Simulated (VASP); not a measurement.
Cs4BePb3Br12 (a cell with a defect):

```
CELL_PARAMETERS angstrom
-5.87000 5.87000 5.87000
5.87000 -5.87000 5.87000
5.87000 5.87000 -5.87000
ATOMIC_POSITIONS crystal
Cs 0.00000 0.00000 0.00000
Cs 0.50000 0.50000 0.00000
Cs 0.50000 0.00000 0.50000
Cs 0.00000 0.50000 0.50000
Be 0.50000 0.50000 0.50000
Pb 0.00000 0.00000 0.50000
Pb 0.00000 0.50000 0.00000
Pb 0.50000 0.00000 0.00000
Br 0.50000 0.25000 0.25000
Br 0.00000 0.75000 0.25000
Br 0.00000 0.25000 0.75000
Br 0.50000 0.75000 0.75000
Br 0.25000 0.50000 0.25000
Br 0.75000 0.00000 0.25000
Br 0.75000 0.50000 0.75000
Br 0.25000 0.00000 0.75000
Br 0.25000 0.25000 0.50000
Br 0.75000 0.75000 0.50000
Br 0.75000 0.25000 0.00000
Br 0.25000 0.75000 0.00000
```

Base run:

| Property | Result |
| --- | --- |
| Program | VASP 6.6.1 |
| Functional | PBE |
| Potentials or basis | VASP PAW PBE potentials, release 64 (Cs_sv, Be, Pb_d, Br) |
| Cutoff | 520 eV |
| k mesh | 3 × 3 × 3 |
| Occupations | fermi-dirac, width 0.01 eV |
| Spin | no spin polarisation |

Its results: band gap on the k mesh 1.09 eV, indirect (least direct gap 1.74 eV); pressure -0.3 GPa; largest force 1.207 eV/Å.

Question: The run is repeated on the same cell with these changes: k mesh from 3 × 3 × 3 to 2 × 2 × 2. What comes out?

Answer: Band gap on the k mesh 1.28 eV, indirect (least direct gap 1.66 eV); pressure -0.3 GPa; largest force 1.196 eV/Å.

Caveats: spin-orbit coupling is left out, which as a rule narrows the gap of such compounds by several tenths of an eV.

A k mesh can miss the band edges.
